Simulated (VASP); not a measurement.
All values below come from optB88-vdW, VASP's PBE PAW potentials (set 64) (plane waves; VASP 6.6.1).

A VASP calculation is set up with these files.

File KPOINTS:
```
kpoints
0
gamma
  7 7 7
```

**INCAR**
```
AGGAC=0.0
ALGO=Normal
EDIFF=1E-7
ENCUT=520
GGA=BO
ISIF=2
ISMEAR=0
LASPH=.TRUE.
LCHARG=.FALSE.
LMAXMIX=4
LREAL=.FALSE.
LUSE_VDW=.TRUE.
LWAVE=.FALSE.
NELM=100
PARAM1=0.1833333333
PARAM2=0.22
PREC=Accurate
SIGMA=0.05
SYSTEM=CdSe
```

### POSCAR
```
CdSe
1
    0.0000000000     3.1523333198     3.1523333198
    3.1523333198     0.0000000000     3.1523333198
    3.1523333198     3.1523333198     0.0000000000
Cd Se
1 1
Direct
  0.0000000000   0.0000000000   0.0000000000
  0.2500000000   0.2500000000   0.2500000000
```

POTCAR, in this order: Cd Se (PBE.64 set). Program: vasp_std.

The resulting files:

**OSZICAR**
```
       N       E                     dE             d eps       ncg     rms          rms(c)
DAV:   1     0.113293918921E+03    0.11329E+03   -0.87987E+03   520   0.123E+03
DAV:   2     0.402944345211E+01   -0.10926E+03   -0.10415E+03   605   0.284E+02
DAV:   3    -0.889473958994E+00   -0.49189E+01   -0.49061E+01   605   0.627E+01
DAV:   4    -0.916406436736E+00   -0.26932E-01   -0.26930E-01   580   0.477E+00
DAV:   5    -0.916591171298E+00   -0.18473E-03   -0.18473E-03   610   0.350E-01    0.502E+00
DAV:   6    -0.512876362219E+00    0.40371E+00   -0.77774E-01   627   0.102E+01    0.404E+00
DAV:   7    -0.496069107074E+00    0.16807E-01   -0.14716E-01   555   0.286E+00    0.185E+00
DAV:   8    -0.496365746713E+00   -0.29664E-03   -0.10973E-02   540   0.150E+00    0.222E-01
DAV:   9    -0.496422332284E+00   -0.56586E-04   -0.16222E-03   605   0.541E-01    0.458E-02
DAV:  10    -0.496465588487E+00   -0.43256E-04   -0.17399E-04   550   0.179E-01    0.425E-02
DAV:  11    -0.496485543597E+00   -0.19955E-04   -0.41022E-05   535   0.612E-02    0.134E-02
DAV:  12    -0.496484304665E+00    0.12389E-05   -0.49123E-06   548   0.261E-02    0.312E-03
DAV:  13    -0.496484234144E+00    0.70521E-07   -0.62226E-07   555   0.606E-03
   1 F= -.49648423E+00 E0= -.49648370E+00  d E =-.106426E-05
```

File OUTCAR:
```
------------------------ aborting loop because EDIFF is reached ----------------------------------------
  FORCE on cell =-STRESS in cart. coord.  units (eV):
  Direction    XX          YY          ZZ          XY          YZ          ZX
  --------------------------------------------------------------------------------------
  Total       -0.9362420     -0.9362420     -0.9362420     -0.0000000     -0.0000000     -0.0000000
  in kB      -23.9426558    -23.9426558    -23.9426558     -0.0000000     -0.0000000     -0.0000000
  external PRESSURE =     -23.9426558 kB  Pullay stress =       0.0000000 kB
  volume of cell :       62.65
      direct lattice vectors                 reciprocal lattice vectors
     0.000000000  3.152333320  3.152333320    -0.158612669  0.158612669  0.158612669
     3.152333320  0.000000000  3.152333320     0.158612669 -0.158612669  0.158612669
     3.152333320  3.152333320  0.000000000     0.158612669  0.158612669 -0.158612669
  FREE ENERGIE OF THE ION-ELECTRON SYSTEM (eV)
  ---------------------------------------------------
  free  energy   TOTEN  =        -0.4964842341 eV

  energy  without entropy=       -0.4964831699  energy(sigma->0) =       -0.49648370
```
(Selected blocks of OUTCAR.)

The compound is CdSe in the zinc blende structure, whereas wurtzite is the usual form. This cell is one point of a volume scan, at 1.06 of the reference volume.
